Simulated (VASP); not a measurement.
The input files of a VASP run:

File KPOINTS:
```
Automatic mesh
0
Gamma
6 6 4
0 0 0
```

**INCAR**
```
SYSTEM = Te
PREC = Accurate
ENCUT = 500
EDIFF = 1E-6
NELM = 100
ALGO = Normal
LREAL = .FALSE.
LASPH = .TRUE.
ISMEAR = 0
SIGMA = 0.05
METAGGA = R2SCAN
LMIXTAU = .TRUE.
LMAXMIX = 4
LWAVE = .FALSE.
LCHARG = .FALSE.
IBRION = 2
ISIF = 3
NSW = 40
EDIFFG = -0.02
PSTRESS = 100
```

### POSCAR
```
Te
1.0
  2.1032518242  -3.6429383996   0.0000000000
  2.1032518242   3.6429383996   0.0000000000
  0.0000000000   0.0000000000   5.9613749213
Te
3
direct
  1.0000000000   0.2854351560   0.6666670000
  0.7145648441   0.7145648441   1.0000000000
  0.2854351560   1.0000000000   0.3333330000
```

POTCAR, in this order: Te (PBE.64 set). Program: vasp_std.

**Question.** Translate this r2SCAN calculation to Ansatz.

**Answer.** One equivalent input (not run):
Ansatz 0.2 input:
```yaml
crystal:
  lattice:
    - [2.1032518, -3.6429384, 0.0000000]
    - [2.1032518, 3.6429384, 0.0000000]
    - [0.0000000, 0.0000000, 5.9613749]
  atoms:
    - { symbol: Te, position: [1.0000000, 0.2854352, 0.6666670] }
    - { symbol: Te, position: [0.7145648, 0.7145648, 1.0000000] }
    - { symbol: Te, position: [0.2854352, 1.0000000, 0.3333330] }
kpoints:
  mp_grid: { grid: [6, 6, 4] }
hamiltonian:
  xc: r2scan
  pseudopotentials: { kind: paw }
scf:
  occupations: { method: gaussian, width: 0.05 }
  max_iter: 100
relax:
  max_steps: 40
  f_tol: 0.02
  cell: { p_target: 10 }
output: { forces: true, stress: true, eigenvalues: true }
```
Limits of the translation: each code has its own PAW files, so the cut-off isn't converted (ENCUT is set for VASP's; basis.ecutwfc is left out, and Ansatz then takes the one that its files recommend); Ansatz stops its SCF on the density residual and VASP on the energy change (EDIFF).

The compound is Te in the trig structure. This run relaxes it under an external pressure of 10 GPa. Symmetry was kept, so distortions that lower it aren't found.
